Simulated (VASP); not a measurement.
A run of VASP 6.6.1:

The input INCAR:

```
PREC = Accurate
ENCUT = 600
EDIFF = 1E-7
ISMEAR = 0
SIGMA = 0.03
LREAL = False
LASPH = True
NELM = 80
ALGO = Normal
ISIF = 3
LWAVE = False
LCHARG = False
IBRION = 2
NSW = 90
EDIFFG = -0.005
KPAR = 4
```

KPOINTS

```
Automatic mesh
0
Gamma
  4 4 4
```

File POSCAR:

```
LaPPd3                                  
1.0
   -4.4515509312      4.4515509312      4.4515509312
    4.4515509312     -4.4515509312      4.4515509312
    4.4515509312      4.4515509312     -4.4515509312
  La              Pd              P             
     4    12     4
Direct
     1.0000000000000000    0.0000000000000000    0.0000000000000000
     1.0000000000000000    0.5000000000000000    0.5000000000000000
     0.5000000000000000    0.0000000000000000    0.5000000000000000
     0.5000000000000000    0.5000000000000000    0.0000000000000000
     0.3189857429886653    0.3189857429886653    0.5421163233817611
     0.6810142570113348    0.2231305803930959    1.0000000000000000
     0.7768694196069038    0.7768694196069038    0.4578836766182388
     0.2231305803930959    0.6810142570113348    0.0000000000000000
     0.5421163233817611    0.3189857429886653    0.3189857429886653
     1.0000000000000000    0.6810142570113348    0.2231305803930959
     0.4578836766182388    0.7768694196069038    0.7768694196069038
     0.0000000000000000    0.2231305803930959    0.6810142570113348
     0.3189857429886653    0.5421163233817611    0.3189857429886653
     0.2231305803930959    0.0000000000000000    0.6810142570113348
     0.7768694196069038    0.4578836766182388    0.7768694196069038
     0.6810142570113348    0.0000000000000000    0.2231305803930959
     0.6231209576370909    0.6231209576370909    0.6231209576370909
     0.3768790423629091    0.0000000000000000    1.0000000000000000
     0.0000000000000000    1.0000000000000000    0.3768790423629091
     0.0000000000000000    0.3768790423629091    0.0000000000000000
```

Potentials or basis: VASP PAW LDA potentials, release 64 (La, Pd, P).

The run is started by

```bash
$ cat potpaw_LDA.64/La/POTCAR potpaw_LDA.64/Pd/POTCAR potpaw_LDA.64/P/POTCAR > POTCAR
$ mpirun -np 4 vasp_std > vasp.out
```

Hardware: 4 MPI ranks on Intel(R) Xeon(R) Platinum 8488C (Sapphire Rapids) (shared host).

Task: Estimate the wall time of this run.

Result: Run time: 6.9 min on 4 MPI ranks on Intel(R) Xeon(R) Platinum 8488C (Sapphire Rapids), with other jobs on the host, peak memory 0.63 GiB a rank. Counts: scf iterations 18, k points 8, ion steps 1.
